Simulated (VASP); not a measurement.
Level of theory: r2SCAN meta-GGA, VASP's PBE PAW potentials (set 64) (plane waves; VASP).

Input for VASP

### POSCAR
```
CeO2
1
    0.0000000000     2.7084157705     2.7084157705
    2.7084157705     0.0000000000     2.7084157705
    2.7084157705     2.7084157705     0.0000000000
Ce O
1 2
Direct
  0.0000000000   0.0000000000   0.0000000000
  0.2500000000   0.2500000000   0.2500000000
  0.7500000000   0.7500000000   0.7500000000
```

File KPOINTS:
```
Regular mesh
0
Gamma
 6 6 6
0 0 0
```

INCAR:
```
PSTRESS = 20   ! kbar
SIGMA = 0.05   ! width (eV)
EDIFF = 1E-7
LREAL = .FALSE.   ! projection in real space or not
SYSTEM = CeO2
LMAXMIX = 6
IBRION = 2
PREC = Accurate
NSW = 40   ! most ionic steps
ISMEAR = 0
LCHARG = .FALSE.
LASPH = .TRUE.   ! aspherical one-centre terms
LWAVE = .FALSE.
ALGO = Normal   ! blocked Davidson
LMIXTAU = .TRUE.
EDIFFG = -0.01
ISIF = 3
ENCUT = 600
NELM = 100
METAGGA = R2SCAN
```

POTCAR, in this order: Ce O (PBE.64 set). Program: vasp_std.

The run wrote:

File OUTCAR:
```
 ion  position               nearest neighbor table
   1  0.000  0.000  0.000-   3 2.35   3 2.35   3 2.35   2 2.35   2 2.35   2 2.35   3 2.35   2 2.35
  LATTYP: Found a face centered cubic cell.
 ALAT       =     5.4168315410
 Subroutine PRICEL returns:
 Original cell was already a primitive cell.
 Subroutine GETGRP returns: Found 48 space group operations
The static configuration has the point symmetry O_h .
The dynamic configuration has the point symmetry O_h .
 Subroutine INISYM returns: Found 48 space group operations
 Subroutine IBZKPT returns following result:
 Found     16 irreducible k-points:

 Following reciprocal coordinates:
            Coordinates               Weight
  0.000000  0.000000  0.000000      1.000000
  0.166667  0.000000  0.000000      8.000000
  0.333333  0.000000  0.000000      8.000000
  0.500000  0.000000  0.000000      4.000000
  0.166667  0.166667  0.000000      6.000000
  0.333333  0.166667  0.000000     24.000000
  0.500000  0.166667  0.000000     24.000000
 -0.333333  0.166667  0.000000     24.000000
 -0.166667  0.166667  0.000000     12.000000
  0.333333  0.333333  0.000000      6.000000
  0.500000  0.333333  0.000000     24.000000
 -0.333333  0.333333  0.000000     12.000000
  0.500000  0.500000  0.000000      3.000000
  0.500000  0.333333  0.166667     24.000000
 -0.333333  0.333333  0.166667     24.000000
 -0.333333  0.500000  0.166667     12.000000
   k-points           NKPTS =     16   k-points in BZ     NKDIM =     16   number of bands    NBANDS=     16
   number of dos      NEDOS =    301   number of ions     NIONS =      3
   total plane-waves  NPLWV =  32768
   dimension x,y,z NGX =    32 NGY =   32 NGZ =   32
   dimension x,y,z NGXF=    64 NGYF=   64 NGZF=   64
   ions per type =               1   2
   PREC   = accura    normal or accurate (medium, high low for compatibility)
   ISTART =      0    job   : 0-new  1-cont  2-samecut
   ICHARG =      2    charge: 1-file 2-atom 10-const
   ISPIN  =      1    spin polarized calculation?
   LNONCOLLINEAR =      F non collinear calculations
   LSORBIT =      F    spin-orbit coupling
   INIWAV =      1    electr: 0-lowe 1-rand  2-diag
   ENCUT  =  600.0 eV  44.10 Ry    6.64 a.u.   7.65  7.65  7.65*2*pi/ulx,y,z
   NELM   =    100;   NELMIN=  2; NELMDL= -5     # of ELM steps
   EDIFF  = 0.1E-06   stopping-criterion for ELM
   LREAL  =      F    real-space projection
   NLSPLINE    = F    spline interpolate recip. space projectors
   LMAXMIX     =    6 max onsite mixed and CHGCAR
   VOSKOWN=      0    Vosko Wilk Nusair interpolation
   EDIFFG = -.1E-01   stopping-criterion for IOM
   NSW    =     40    number of steps for IOM
   NBLOCK =      1;   KBLOCK =     40    inner block; outer block
   IBRION =      2    ionic relax: 0-MD 1-quasi-New 2-CG
   NFREE  =      1    steps in history (QN), initial steepest desc. (CG)
   ISIF   =      3    stress and relaxation
   ISYM   =      2    0-nonsym 1-usesym 2-fastsym
   TEIN   =    0.0    initial temperature
   TEBEG  =    0.0;   TEEND  =   0.0 temperature during run
   SMASS  =  -3.00    Nose mass-parameter (am)
   PSTRESS=   20.0 pullay stress
   NELECT =      24.0000    total number of electrons
   EFERMI =   0.00;   METHOD = LEGACY
   ISMEAR =     0;   SIGMA  =   0.05  broadening in eV -4-tet -1-fermi 0-gaus
   IALGO  =     38    algorithm
   LDIAG  =      T    sub-space diagonalisation (order eigenvalues)
   IMIX   =      4    mixing-type and parameters
     AMIX     =   0.40;   BMIX     =  1.00
     AMIX_MAG =   1.60;   BMIX_MAG =  1.00
     AMIN     =   0.10
   METAGGA = R2SCAN    functional components
   VOSKOWN =     0    Vosko Wilk Nusair interpolation
   LHFCALC =     F    Hartree Fock is set to
   LHFONE  =     F    Hartree Fock one center treatment
...
```

OSZICAR:
```
       N       E                     dE             d eps       ncg     rms          rms(c)
DAV:   1     0.213969957506E+03    0.21397E+03   -0.12972E+04   520   0.227E+03
DAV:   2    -0.246973093104E+02   -0.23867E+03   -0.22944E+03   800   0.337E+02
DAV:   3    -0.662390579231E+02   -0.41542E+02   -0.35931E+02   664   0.152E+02
DAV:   4    -0.679391773745E+02   -0.17001E+01   -0.17000E+01   824   0.345E+01
DAV:   5    -0.680212986214E+02   -0.82121E-01   -0.82118E-01   784   0.708E+00    0.323E+01
DAV:   6    -0.536576941790E+02    0.14364E+02   -0.43186E+01   744   0.502E+01    0.105E+01
DAV:   7    -0.541849363270E+02   -0.52724E+00   -0.18727E+01   752   0.471E+01    0.145E+01
DAV:   8    -0.544005863482E+02   -0.21565E+00   -0.91625E+00   784   0.256E+01    0.606E+00
DAV:   9    -0.539152467889E+02    0.48534E+00   -0.67744E+00   752   0.251E+01    0.297E+00
DAV:  10    -0.540065568230E+02   -0.91310E-01   -0.44828E-01   712   0.763E+00    0.512E-01
DAV:  11    -0.540158051195E+02   -0.92483E-02   -0.10816E-01   872   0.287E+00    0.685E-01
DAV:  12    -0.540382949859E+02   -0.22490E-01   -0.26143E-02   704   0.170E+00    0.194E-01
DAV:  13    -0.540299559009E+02    0.83391E-02   -0.10758E-02   664   0.113E+00    0.443E-01
DAV:  14    -0.540386186940E+02   -0.86628E-02   -0.65996E-03   656   0.895E-01    0.103E-01
DAV:  15    -0.540390400144E+02   -0.42132E-03   -0.10731E-03   808   0.348E-01    0.420E-02
DAV:  16    -0.540390332238E+02    0.67906E-05   -0.51118E-05   656   0.731E-02    0.330E-02
DAV:  17    -0.540390295020E+02    0.37217E-05   -0.22295E-05   912   0.402E-02    0.256E-02
DAV:  18    -0.540390267606E+02    0.27415E-05   -0.18028E-05   768   0.419E-02    0.101E-02
DAV:  19    -0.540390289038E+02   -0.21432E-05   -0.22443E-06   704   0.200E-02    0.589E-03
DAV:  20    -0.540390295099E+02   -0.60609E-06   -0.40171E-07   560   0.734E-03    0.411E-03
DAV:  21    -0.540390298365E+02   -0.32657E-06   -0.22540E-07   408   0.521E-03    0.838E-04
DAV:  22    -0.540390298006E+02    0.35870E-07   -0.55713E-08   352   0.273E-03
   1 F= -.53543014E+02 E0= -.53543014E+02  d E =-.535430E+02
```

File OUTCAR:
```
------------------------ aborting loop because EDIFF is reached ----------------------------------------
  FORCE on cell =-STRESS in cart. coord.  units (eV):
  Direction    XX          YY          ZZ          XY          YZ          ZX
  --------------------------------------------------------------------------------------
  Total        0.4946892      0.4946892      0.4946892      0.0000000     -0.0000000      0.0000000
  in kB       19.9465161     19.9465161     19.9465161      0.0000000     -0.0000000      0.0000000
  external PRESSURE =      -0.0534839 kB  Pullay stress =      20.0000000 kB
  volume of cell :       39.74
      direct lattice vectors                 reciprocal lattice vectors
     0.000000000  2.708415770  2.708415770    -0.184609765  0.184609765  0.184609765
     2.708415770  0.000000000  2.708415770     0.184609765 -0.184609765  0.184609765
     2.708415770  2.708415770  0.000000000     0.184609765  0.184609765 -0.184609765
 POSITION                                       TOTAL-FORCE (eV/Angst)
 -----------------------------------------------------------------------------------
      0.00000      0.00000      0.00000         0.000000      0.000000      0.000000
      1.35421      1.35421      1.35421        -0.000000     -0.000000     -0.000000
      4.06262      4.06262      4.06262         0.000000      0.000000      0.000000
 -----------------------------------------------------------------------------------
    total drift:                                0.000000     -0.000000      0.000000
  FREE ENERGIE OF THE ION-ELECTRON SYSTEM (eV)
  ---------------------------------------------------
  free  energy   TOTEN  =       -54.0390298006 eV

  energy  without entropy=      -54.0390298006  energy(sigma->0) =      -54.03902980
  enthalpy is  TOTEN    =       -53.5430141147 eV   P V=        0.4960156859

 reached required accuracy - stopping structural energy minimisation
```
(Selected blocks of OUTCAR.)

The compound is CeO2 in the fluorite structure. It was relaxed first under an external pressure of 2 GPa. The run is not spin-polarised, so no magnetic state was tried.
